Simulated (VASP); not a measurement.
An input for Ansatz (written as the equivalent of a VASP run, and not itself run):

Ansatz 0.2 input:
```yaml
crystal:
  lattice:
    - [2.0806356, -3.6037664, 0.0000000]
    - [2.0806356, 3.6037664, 0.0000000]
    - [0.0000000, 0.0000000, 6.7599479]
  atoms:
    - { symbol: Cd, position: [0.6666670, 0.3333330, 0.5000155] }
    - { symbol: Cd, position: [0.3573641, 0.6906981, 0.0000155] }
    - { symbol: S, position: [0.6666670, 0.3333330, 0.8769845] }
    - { symbol: S, position: [0.3333330, 0.6666670, 0.3769845] }
kpoints:
  mp_grid: { grid: [6, 6, 4] }
hamiltonian:
  xc: r2scan
  pseudopotentials: { kind: paw }
scf:
  occupations: { method: gaussian, width: 0.05 }
  max_iter: 100
output: { forces: true, stress: true, eigenvalues: true }
```

**Question.** Translate this input to VASP (INCAR, KPOINTS, POSCAR, choice of POTCAR).

**Answer.** This is not unique; one that fits is 
**INCAR**
```
! general
SYSTEM   =  CdS
PREC     =  Accurate
ENCUT    =  480
LREAL    =  .FALSE.
LASPH    =  .TRUE.

! electronic loop
EDIFF    =  1E-7
NELM     =  100
ALGO     =  Normal
LMAXMIX  =  4
LMIXTAU  =  .TRUE.

! smearing
ISMEAR   =  0
SIGMA    =  0.05

! functional
METAGGA  =  R2SCAN

! ions
ISIF     =  2

! output
LWAVE    =  .FALSE.
LCHARG   =  .FALSE.
```

KPOINTS:
```
Regular mesh
0
G
6 6 4
0 0 0
```

File POSCAR:
```
CdS
1
    2.0806356138    -3.6037664210     0.0000000000
    2.0806356138     3.6037664210     0.0000000000
    0.0000000000     0.0000000000     6.7599479128
Cd S
2 2
Direct
  0.6666670000   0.3333330000   0.5000154508
  0.3573641180   0.6906981180   0.0000154508
  0.6666670000   0.3333330000   0.8769845492
  0.3333330000   0.6666670000   0.3769845492
```

POTCAR, in this order: Cd S (PBE.64 set). Program: vasp_std.

The two are equivalent in intent, not identical: each code has its own PAW files, so the cut-off isn't converted (ENCUT is set for VASP's; basis.ecutwfc is left out, and Ansatz then takes the one that its files recommend); Ansatz stops its SCF on the density residual and VASP on the energy change (EDIFF).

The compound is CdS in the wurtzite structure. This cell was strained or had an atom moved on purpose.
